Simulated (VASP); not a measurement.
# Si3Au (Fm-3m) in VASP: further runs, part 4 of 4

VASP 6.6.1.

### 5 Band structure, PBE

POSCAR reads:

```
Si3Au
1.0
    0.0000000000      3.2039900000      3.2039900000
    3.2039900000      0.0000000000      3.2039900000
    3.2039900000      3.2039900000      0.0000000000
Si Au
3 1
Direct
    0.5000000000      0.5000000000      0.5000000000
    0.2500000000      0.2500000000      0.2500000000
    0.7500000000      0.7500000000      0.7500000000
    0.0000000000      0.0000000000      0.0000000000
```

INCAR.step1 reads:

```
  ALGO = Normal
  EDIFF = 1E-6
  ENCUT = 600
  GGA = PE
  ISIF = 2
  ISMEAR = -1
  LASPH = True
  LCHARG = True
  LMAXMIX = 4
  LREAL = False
  LWAVE = False
  NELM = 60
  PREC = Accurate
  SIGMA = 0.05
```

KPOINTS.step1 reads:

```
k-points
0
Gamma
  5 5 5
```

INCAR.step2 reads:

```
  ALGO = Normal
  EDIFF = 1E-6
  ENCUT = 600
  GGA = PE
  ICHARG = 11
  ISIF = 2
  ISMEAR = 0
  LASPH = True
  LCHARG = False
  LMAXMIX = 4
  LREAL = False
  LWAVE = False
  NELM = 60
  PREC = Accurate
  SIGMA = 0.05
```

KPOINTS.step2 reads:

```
path GXWKGLUWLK,UX
20
line-mode
reciprocal
 0.0000000000  0.0000000000  0.0000000000  G
 0.5000000000  0.0000000000  0.5000000000  X

 0.5000000000  0.0000000000  0.5000000000  X
 0.5000000000  0.2500000000  0.7500000000  W

 0.5000000000  0.2500000000  0.7500000000  W
 0.3750000000  0.3750000000  0.7500000000  K

 0.3750000000  0.3750000000  0.7500000000  K
 0.0000000000  0.0000000000  0.0000000000  G

 0.0000000000  0.0000000000  0.0000000000  G
 0.5000000000  0.5000000000  0.5000000000  L

 0.5000000000  0.5000000000  0.5000000000  L
 0.6250000000  0.2500000000  0.6250000000  U

 0.6250000000  0.2500000000  0.6250000000  U
 0.5000000000  0.2500000000  0.7500000000  W

 0.5000000000  0.2500000000  0.7500000000  W
 0.5000000000  0.5000000000  0.5000000000  L

 0.5000000000  0.5000000000  0.5000000000  L
 0.3750000000  0.3750000000  0.7500000000  K

 0.6250000000  0.2500000000  0.6250000000  U
 0.5000000000  0.0000000000  0.5000000000  X
```

Potentials or basis: VASP PAW PBE potentials, release 64 (Si_GW, Au_sv_GW).

Command:

```sh
$ cat potpaw_PBE.64/Si_GW/POTCAR potpaw_PBE.64/Au_sv_GW/POTCAR > POTCAR
$ cp INCAR.step1 INCAR
$ cp KPOINTS.step1 KPOINTS
$ mpirun -np 1 vasp_std > vasp.out
$ cp INCAR.step2 INCAR
$ cp KPOINTS.step2 KPOINTS
$ mpirun -np 1 vasp_std > vasp.out
```

OUTCAR:

```text
EDIFF = 1E-6
   ENCUT = 600
   GGA = PE
   ICHARG = 11
   ISIF = 2
   ISMEAR = 0
   LASPH = True
   LREAL = False
   NELM = 60
   PREC = Accurate

 ion  position               nearest neighbor table
   1  0.500  0.500  0.500-   2 2.77   2 2.77   2 2.77   2 2.77   3 2.77   3 2.77   3 2.77   3 2.77
                             4 3.20   4 3.20   4 3.20   4 3.20   4 3.20   4 3.20
   2  0.250  0.250  0.250-   4 2.77   4 2.77   4 2.77   1 2.77   4 2.77   1 2.77   1 2.77   1 2.77

   3  0.750  0.750  0.750-   1 2.77   1 2.77   1 2.77   1 2.77   4 2.77   4 2.77   4 2.77   4 2.77

   4  0.000  0.000  0.000-   3 2.77   3 2.77   3 2.77   2 2.77   3 2.77   2 2.77   2 2.77   2 2.77
                             1 3.20   1 3.20   1 3.20   1 3.20   1 3.20   1 3.20

  LATTYP: Found a face centered cubic cell.
 ALAT       =     6.4079800000

  Lattice vectors:

 A1 = (   0.0000000000,   3.2039900000,   3.2039900000)
 A2 = (   3.2039900000,   0.0000000000,   3.2039900000)
 A3 = (   3.2039900000,   3.2039900000,   0.0000000000)

Analysis of symmetry for initial positions (statically):
=====================================================================
 Subroutine PRICEL returns:
 Original cell was already a primitive cell.

 Routine SETGRP: Setting up the symmetry group for a
 face centered cubic supercell.

 Subroutine GETGRP returns: Found 48 space group operations
 (whereof 48 operations were pure point group operations)
 out of a pool of 48 trial point group operations.

The static configuration has the point symmetry O_h .

Analysis of symmetry for dynamics (positions and initial velocities):
=====================================================================
 Subroutine PRICEL returns:
 Original cell was already a primitive cell.

 Routine SETGRP: Setting up the symmetry group for a
 face centered cubic supercell.

 Subroutine GETGRP returns: Found 48 space group operations
 (whereof 48 operations were pure point group operations)
 out of a pool of 48 trial point group operations.

The dynamic configuration has the point symmetry O_h .

 Subroutine INISYM returns: Found 48 space group operations
 (whereof 48 operations are pure point group operations),
 and found     1 'primitive' translations

----------------------------------------------------------------------------------------

                                     Primitive cell

  volume of cell :      65.7815

  direct lattice vectors                    reciprocal lattice vectors
     0.000000000  3.203990000  3.203990000    -0.156055418  0.156055418  0.156055418
     3.203990000  0.000000000  3.203990000     0.156055418 -0.156055418  0.156055418
     3.203990000  3.203990000  0.000000000     0.156055418  0.156055418 -0.156055418

  length of vectors
     4.531126112  4.531126112  4.531126112     0.270295913  0.270295913  0.270295913

  position of ions in fractional coordinates (direct lattice)
     0.500000000  0.500000000  0.500000000
     0.250000000  0.250000000  0.250000000
     0.750000000  0.750000000  0.750000000
     0.000000000  0.000000000  0.000000000

  ion indices of the primitive-cell ions
   primitive index   ion index
                 1           1
                 2           2
                 3           3
                 4           4

----------------------------------------------------------------------------------------

 KPOINTS: path GXWKGLUWLK,UX

Interpolating k-points between supplied coordinates.

 Line segments in fractional coordinates (reciprocal lattice):
    0.000000  0.000000  0.000000  ...  0.500000  0.000000  0.500000
    0.500000  0.000000  0.500000  ...  0.500000  0.250000  0.750000
    0.500000  0.250000  0.750000  ...  0.375000  0.375000  0.750000
    0.375000  0.375000  0.750000  ...  0.000000  0.000000  0.000000
    0.000000  0.000000  0.000000  ...  0.500000  0.500000  0.500000
    0.500000  0.500000  0.500000  ...  0.625000  0.250000  0.625000
    0.625000  0.250000  0.625000  ...  0.500000  0.250000  0.750000
    0.500000  0.250000  0.750000  ...  0.500000  0.500000  0.500000
    0.500000  0.500000  0.500000  ...  0.375000  0.375000  0.750000
    0.625000  0.250000  0.625000  ...  0.500000  0.000000  0.500000

 Generated    20 points on each line segment, for a total of    200 k-points:

 Following reciprocal coordinates:
            Coordinates               Weight
  0.000000  0.000000  0.000000      0.005000
  0.026316  0.000000  0.026316      0.005000
  0.052632  0.000000  0.052632      0.005000
  0.078947  0.000000  0.078947      0.005000
  0.105263  0.000000  0.105263      0.005000
  0.131579  0.000000  0.131579      0.005000
[... 16 lines left out ...]
  0.500000  0.026316  0.526316      0.005000
  0.500000  0.039474  0.539474      0.005000
 [... further k-points ...]
   k-points           NKPTS =    200   k-points in BZ     NKDIM =    200   number of bands    NBANDS=     19
   number of dos      NEDOS =    301   number of ions     NIONS =      4
   total plane-waves  NPLWV =  46656
   dimension x,y,z NGX =    36 NGY =   36 NGZ =   36
   dimension x,y,z NGXF=    72 NGYF=   72 NGZF=   72
   ions per type =               3   1
   NGX,Y,Z   is equivalent  to a cutoff of  13.21, 13.21, 13.21 a.u.
   NGXF,Y,Z  is equivalent  to a cutoff of  26.42, 26.42, 26.42 a.u.
 SYSTEM =  unknown system
   PREC   = accura    normal or accurate (medium, high low for compatibility)
   ISTART =      0    job   : 0-new  1-cont  2-samecut
   ICHARG =     11    charge: 1-file 2-atom 10-const
   ISPIN  =      1    spin polarized calculation?
   LNONCOLLINEAR =      F non collinear calculations
   LSORBIT =      F    spin-orbit coupling
   LASPH  =      T    aspherical Exc in radial PAW
   ENCUT  =  600.0 eV  44.10 Ry    6.64 a.u.   9.05  9.05  9.05*2*pi/ulx,y,z
   NELM   =     60;   NELMIN=  2; NELMDL=  0     # of ELM steps
   EDIFF  = 0.1E-05   stopping-criterion for ELM
   LREAL  =      F    real-space projection
   EDIFFG = 0.1E-04   stopping-criterion for IOM
   NSW    =      0    number of steps for IOM
   IBRION =     -1    ionic relax: 0-MD 1-quasi-New 2-CG
   NFREE  =      0    steps in history (QN), initial steepest desc. (CG)
   ISIF   =      2    stress and relaxation
   ISYM   =      2    0-nonsym 1-usesym 2-fastsym
   POTIM  = 0.5000    time-step for ionic-motion
   TEBEG  =    0.0;   TEEND  =   0.0 temperature during run
   PSTRESS=    0.0 pullay stress
   NELECT =      31.0000    total number of electrons
   NUPDOWN=      -1.0000    fix difference up-down
   EMIN   =  10.00;   EMAX   =-10.00  energy-range for DOS
   EFERMI =   0.00;   METHOD = LEGACY
   ISMEAR =     0;   SIGMA  =   0.05  broadening in eV -4-tet -1-fermi 0-gaus
   EFERMI_NEDOS =   21; number of points for ismear=-14 and -15
   IALGO  =     38    algorithm
   IMIX   =      4    mixing-type and parameters
     AMIX     =   0.40;   BMIX     =  1.00
     AMIX_MAG =   1.60;   BMIX_MAG =  1.00
  volume/ion in A,a.u.               =      16.45       110.98
  Fermi-wavevector in a.u.,A,eV,Ry     =   1.273975  2.407464 22.082424  1.623012
  Thomas-Fermi vector in A             =   2.406769
   LORBIT       =      0    0 simple, 1 ext, 2 COOP (PROOUT), +10 PAW based schemes
   GGA     = PE    functional components
   LHFCALC =     F    Hartree Fock is set to
   AEXX    =    0.0000 exact exchange contribution
   IVDW    =     0    specifies the selected vdW correction
   LEPSILON=     F    determine dielectric tensor
   LRPA    =     F    only Hartree local field effects (RPA)
 non-spin polarized calculation
 Gauss-broadening in eV      SIGMA  =   0.05
  energy-cutoff  :      600.00
  volume of cell :       65.78
 maximum number of plane-waves:      2212

 number of electron      31.0000003 magnetization

 Free energy of the ion-electron system (eV)
  ---------------------------------------------------
  ext. energy  EPLUGINS =         0.00000000
  ---------------------------------------------------
  free energy    TOTEN  =       -17.43981330 eV

  energy without entropy =      -17.43775695  energy(sigma->0) =      -17.43878512

 E-fermi :   8.7147     XC(G=0): -11.3871

 val. band max:        8.7075707939   @ k =   0.1053   0.1053   0.1053
 cond. band min:       8.7433913479   @ k =   0.5000   0.4474   0.5526
 fundamental gap:      0.0358205540
 Fermi energy:         8.7147351918

 k-point     1 :       0.0000    0.0000    0.0000
  band No.  band energies     occupation
      1     -97.9473      2.00000
      2     -49.2412      2.00000
      3     -49.2412      2.00000
      4     -49.2412      2.00000
      5      -4.2858      2.00000
      6       2.4164      2.00000
[... 505 lines left out ...]
      6      -0.8364      2.00000
[... 11 lines left out ...]
     18      12.7203      0.00000
     19      13.0119      0.00000

 [... further k-points ...]
[... 5 lines left out ...]
  --------------------------------------------------------------------------------------
  -------------------------------------------------------------------------------------
  Total        1.1450500      1.1450500      1.1450500      0.0000000     -0.0000000      0.0000000
  in kB       27.8889137     27.8889137     27.8889137      0.0000000     -0.0000000      0.0000000
  external PRESSURE =      27.8889137 kB  Pullay stress =       0.0000000 kB

 VOLUME and BASIS-vectors are now :
 -----------------------------------------------------------------------------
  energy-cutoff  :      600.00
  volume of cell :       65.78
      direct lattice vectors                 reciprocal lattice vectors
     0.000000000  3.203990000  3.203990000    -0.156055418  0.156055418  0.156055418
     3.203990000  0.000000000  3.203990000     0.156055418 -0.156055418  0.156055418
     3.203990000  3.203990000  0.000000000     0.156055418  0.156055418 -0.156055418

 POSITION                                       TOTAL-FORCE (eV/Angst)
 -----------------------------------------------------------------------------------
      3.20399      3.20399      3.20399        -0.000000      0.000000      0.000000
      1.60200      1.60200      1.60200        -0.000000     -0.000000     -0.000000
      4.80598      4.80598      4.80598         0.000000      0.000000      0.000000
      0.00000      0.00000      0.00000        -0.000000      0.000000      0.000000
 -----------------------------------------------------------------------------------
    total drift:                               -0.000000      0.000000      0.000000

  FREE ENERGIE OF THE ION-ELECTRON SYSTEM (eV)
  ---------------------------------------------------
  free  energy   TOTEN  =       -17.4398133034 eV

  energy  without entropy=      -17.4377569460  energy(sigma->0) =      -17.43878512
```

It took 4.6 min on 1 thread of Intel Xeon Platinum 8559C (Emerald Rapids), shared host; peak memory 0.47 GiB.

Results:

- Band gap along the path: none (metal or under the smearing width)

Levels at the corners of the path, in eV from the Fermi level:
```csv
point,band 12,band 13,band 14,band 15,band 16,band 17,band 18,band 19
Γ,-2.38,-1.81,-1.81,-1.81,0.27,0.27,0.27,1.42
X,-5.12,-4.83,-3.45,-2.42,3.51,3.51,4.04,4.35
X,-5.12,-4.83,-3.45,-2.42,3.51,3.52,4.02,4.38
W,-4.87,-4.16,-0.61,-0.61,-0.42,0.27,3.17,4.99
W,-4.87,-4.16,-0.61,-0.61,-0.42,0.27,3.17,4.98
K,-4.45,-3.88,-3.07,-0.61,1.06,2.11,2.53,3.33
K,-4.45,-3.88,-3.07,-0.61,1.06,2.11,2.53,3.33
Γ,-2.38,-1.81,-1.81,-1.81,0.27,0.27,0.27,1.42
Γ,-2.38,-1.81,-1.81,-1.81,0.27,0.27,0.27,1.42
L,-4.56,-2.04,-2.04,-1.13,-1.13,-0.77,3.16,3.54
L,-4.56,-2.04,-2.04,-1.13,-1.13,-0.77,3.16,3.54
U,-4.45,-3.88,-3.07,-0.61,1.06,2.11,2.53,3.33
U,-4.45,-3.88,-3.07,-0.61,1.06,2.11,2.53,3.33
W,-4.87,-4.16,-0.61,-0.61,-0.42,0.27,3.17,4.99
W,-4.87,-4.16,-0.61,-0.61,-0.42,0.27,3.17,5.00
L,-4.56,-2.04,-2.04,-1.13,-1.13,-0.77,3.16,3.54
L,-4.56,-2.04,-2.04,-1.13,-1.13,-0.77,3.16,3.54
K,-4.45,-3.88,-3.07,-0.61,1.06,2.11,2.53,3.33
U,-4.45,-3.88,-3.07,-0.61,1.06,2.11,2.53,3.33
X,-5.12,-4.83,-3.45,-2.42,3.51,3.52,4.03,4.35
```

Caveat: the log is that of the step along the path at fixed density, whose energy, stress, charges and moments have no meaning; spin-orbit coupling is left out, which moves the levels of the heavy elements.
